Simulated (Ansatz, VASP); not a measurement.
**Two plane-wave programs on SnAs**

```
Sn As
1.0
     4.01707    0.00000    0.00000
     2.00854    3.47889    0.00000
     2.00854    1.15963    3.27993
Sn As
1 1
Direct
  0.00000 0.00000 0.00000
  0.50000 0.50000 0.50000
```

Alike in both runs: task single point; functional LDA; k mesh 9 × 9 × 9; no spin polarisation.

|  | VASP | Ansatz |
| --- | --- | --- |
| version | VASP 6.6.1 | Ansatz 0.2.0 |
| potentials or method | VASP PAW LDA potentials, release 64 (Sn_d, As) | plane waves, PAW |
| plane-wave cutoff (eV) | 520 | 420 |
| occupations | methfessel-paxton of order 1, width 0.1 eV | cold, width 0.1 eV |
| valence electrons in the cell | 19 | 29 |

VASP gave:

| Item | Value |
| --- | --- |
| gap on the k mesh at the Fermi level (eV) | none |
| pressure (GPa) | -0.2 |

Problem. Estimate Ansatz's values.

Solution. gap on the k mesh at the Fermi level (eV): none; pressure (GPa): -0.4.

A gap of «none» marks a metal or a gap that the smearing closes. The two sets of potentials don't hold the same shells in valence.
